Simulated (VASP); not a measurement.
Calculation: AM05 GGA, VASP's PBE PAW potentials (set 64) (plane waves; VASP).

The input files of a VASP run:

**POSCAR**
```
Cu
1
    0.0000000000     1.7472182526     1.7472182526
    1.7472182526     0.0000000000     1.7472182526
    1.7472182526     1.7472182526     0.0000000000
Cu
1
Direct
  0.0000000000   0.0000000000   0.0000000000
```

INCAR:
```
# general
SYSTEM  = Cu
PREC    = Accurate
ENCUT   = 520
LREAL   = F   # projection in real space or not
LASPH   = T   # aspherical one-centre terms

# electronic loop
EDIFF   = 1E-7
NELM    = 100   # most electronic steps
ALGO    = Normal
LMAXMIX = 4   # l cut-off of mixed one-centre charges

# smearing
ISMEAR  = 1   # Methfessel-Paxton
SIGMA   = 0.1

# functional
GGA     = AM

# ions
ISIF    = 2   # forces and stress, cell fixed

# output
LWAVE   = F
LCHARG  = F
```

KPOINTS:
```
Automatic mesh
0
Gamma
17 17 17
0 0 0
```

POTCAR, in this order: Cu (PBE.64 set). Program: vasp_std.

Output of the run:

**OSZICAR**
```
       N       E                     dE             d eps       ncg     rms          rms(c)
DAV:   1     0.328376125269E+02    0.32838E+02   -0.57366E+03  3162   0.211E+03
DAV:   2    -0.467667099324E+01   -0.37514E+02   -0.35224E+02  2997   0.192E+02
DAV:   3    -0.510796756609E+01   -0.43130E+00   -0.43020E+00  3598   0.295E+01
DAV:   4    -0.511075240832E+01   -0.27848E-02   -0.27846E-02  3518   0.207E+00
DAV:   5    -0.511078252917E+01   -0.30121E-04   -0.30121E-04  3567   0.175E-01    0.829E+00
DAV:   6    -0.438910146566E+01    0.72168E+00   -0.17527E+01  3119   0.101E+02    0.356E+00
DAV:   7    -0.405937415559E+01    0.32973E+00   -0.24279E+00  3166   0.370E+01    0.681E-01
DAV:   8    -0.404312799819E+01    0.16246E-01   -0.62597E-03  4051   0.110E+00    0.250E-01
DAV:   9    -0.404196252996E+01    0.11655E-02   -0.70362E-03  3317   0.183E+00    0.241E-02
DAV:  10    -0.404197269801E+01   -0.10168E-04   -0.23531E-05  4130   0.931E-02    0.940E-03
DAV:  11    -0.404197359529E+01   -0.89728E-06   -0.17677E-06  3307   0.319E-02    0.297E-04
DAV:  12    -0.404197362800E+01   -0.32713E-07   -0.92816E-09  1811   0.140E-03
   1 F= -.40419736E+01 E0= -.40419753E+01  d E =0.499919E-05
```

File OUTCAR:
```
------------------------ aborting loop because EDIFF is reached ----------------------------------------
  FORCE on cell =-STRESS in cart. coord.  units (eV):
  Direction    XX          YY          ZZ          XY          YZ          ZX
  --------------------------------------------------------------------------------------
  Total        0.7573373      0.7573373      0.7573373     -0.0000000      0.0000000     -0.0000000
  in kB      113.7439853    113.7439853    113.7439853     -0.0000000      0.0000000     -0.0000000
  external PRESSURE =     113.7439853 kB  Pullay stress =       0.0000000 kB
  volume of cell :       10.67
      direct lattice vectors                 reciprocal lattice vectors
     0.000000000  1.747218253  1.747218253    -0.286169172  0.286169172  0.286169172
     1.747218253  0.000000000  1.747218253     0.286169172 -0.286169172  0.286169172
     1.747218253  1.747218253  0.000000000     0.286169172  0.286169172 -0.286169172
 POSITION                                       TOTAL-FORCE (eV/Angst)
 -----------------------------------------------------------------------------------
      0.00000      0.00000      0.00000         0.000000      0.000000     -0.000000
 -----------------------------------------------------------------------------------
    total drift:                                0.000000     -0.000000      0.000000
  FREE ENERGIE OF THE ION-ELECTRON SYSTEM (eV)
  ---------------------------------------------------
  free  energy   TOTEN  =        -4.0419736280 eV

  energy  without entropy=       -4.0419786272  energy(sigma->0) =       -4.04197529
```
(Selected blocks of OUTCAR.)

The compound is Cu in the fcc structure. This cell is one point of a volume scan, at 0.94 of the reference volume.
